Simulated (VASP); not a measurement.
Crystal: LaLuN2.

```
La Lu N
1.0
     5.34149    0.00000    0.00000
    -2.67074    4.62587    0.00000
     0.00000    0.00000    5.52953
La Lu N
1 1 2
Direct
  0.00000 0.00000 0.00000
  0.66667 0.33333 0.00000
  0.66667 0.33333 0.39092
  0.66667 0.33333 0.60908
```

The cell was built by a generator and needn't be a form met in nature.

* Program: VASP 6.6.1
* Task: relaxation of cell and atoms
* Functional: PBE
* Potentials or basis: VASP PAW PBE potentials, release 64 (La, Lu, N)
* Cutoff: 520 eV
* k mesh: 8 × 8 × 6
* Occupations: gaussian, width 0.1 eV
* Spin: no spin polarisation

At the start: pressure 0.5 GPa; volume 34.16 Å³/atom.

**Question.** How do energy, volume and symmetry change on relaxing?

**Answer.** Over 28 steps the energy falls by 2.3 meV/atom and the volume is 35.35 Å³/atom (+3.5 %); space group P-6m2 (No. 187, to 0.05 Å).

Step by step:
| step | energy change (eV) | largest force (eV/Å) | pressure (GPa) | volume (Å³) |
| --- | --- | --- | --- | --- |
| 1 | 0.0000 | 0.0845 | 0.47 | 136.63 |
| 2 | -0.0037 | 0.1771 | 0.45 | 137.82 |
| 3 | -0.0051 | 0.6319 | 0.41 | 139.80 |
| 4 | -0.0059 | 0.5807 | 0.34 | 140.09 |
| 5 | -0.0074 | 0.4283 | 0.15 | 140.97 |
| 6 | -0.0077 | 0.1325 | -0.22 | 142.75 |
| 7 | -0.0080 | 0.2495 | -0.08 | 142.04 |
| 8 | -0.0083 | 0.1922 | -0.08 | 141.91 |
| 9 | -0.0088 | 0.0235 | -0.09 | 141.51 |
| 10 | -0.0089 | 0.0452 | -0.09 | 141.35 |
| 11 | -0.0090 | 0.0201 | -0.04 | 141.24 |
| 12 | -0.0090 | 0.0181 | 0.02 | 141.08 |
| 13 | -0.0090 | 0.0212 | 0.03 | 141.07 |
| 14 | -0.0090 | 0.0075 | 0.03 | 141.07 |
| 15 | -0.0090 | 0.0313 | 0.01 | 141.10 |
| 16 | -0.0091 | 0.0263 | 0.03 | 141.10 |
| 17 | -0.0091 | 0.0127 | 0.04 | 141.13 |
| 18 | -0.0091 | 0.0068 | 0.04 | 141.15 |
| 19 | -0.0091 | 0.0088 | 0.04 | 141.21 |
| 20 | -0.0091 | 0.0403 | 0.03 | 141.34 |
| 21 | -0.0091 | 0.0316 | 0.03 | 141.30 |
| 22 | -0.0091 | 0.0251 | 0.02 | 141.33 |
| 23 | -0.0091 | 0.0057 | 0.01 | 141.40 |
| 24 | -0.0091 | 0.0000 | -0.02 | 141.42 |
| 25 | -0.0091 | 0.0044 | -0.01 | 141.41 |
| 26 | -0.0091 | 0.0053 | 0.00 | 141.40 |
| 27 | -0.0091 | 0.0038 | -0.02 | 141.40 |
| 28 | -0.0091 | 0.0006 | 0.00 | 141.41 |

Final structure:
```
CELL_PARAMETERS angstrom
5.42799 0.00000 0.00000
-2.71399 4.70078 0.00000
0.00000 0.00000 5.54193
ATOMIC_POSITIONS crystal
La 0.00000 0.00000 0.00000
Lu 0.66667 0.33333 0.00000
N 0.66667 0.33333 0.39129
N 0.66667 0.33333 0.60871
```

Caveat: the standard files for N, O and F lose accuracy on very short bonds.
